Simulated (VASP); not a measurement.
Given:

```
CELL_PARAMETERS angstrom
      3.90237     0.00000     0.00000
      0.00000     3.90237     0.00000
      0.00000     0.00000     3.90237
ATOMIC_POSITIONS crystal
  Ti 0.00000 0.00000 0.00000
  Pt 0.00000 0.50000 0.50000
  Pt 0.50000 0.00000 0.50000
  Pt 0.50000 0.50000 0.00000
```

All values below come from PBE GGA with D3 dispersion (Becke-Johnson damping), VASP's PBE PAW potentials (set 64) (plane waves; VASP 6.6.1). Run with 520 eV cut-off, 7×7×7 Γ-centred mesh, first-order Methfessel-Paxton smearing of 0.10 eV, potentials Ti_sv Pt.

Unless said otherwise, spin-orbit coupling is left out, though it shifts the bands of the heavy elements here.

What does the run give for the energy per atom (σ→0), band gap (on the k-mesh) with the smallest direct gap where there is one?

```
Property                                                     Value
------------------------  ----------------------------------------
band gap (on the k-mesh)  none (metal, semimetal or under 0.01 eV)
energy per atom (σ→0)                               -8.139 eV/atom
```

Only differences to runs with the same potentials and settings are physical.

The compound is Pt3Ti in the L1_2 structure. It was relaxed first. The start is the result of an earlier pass.
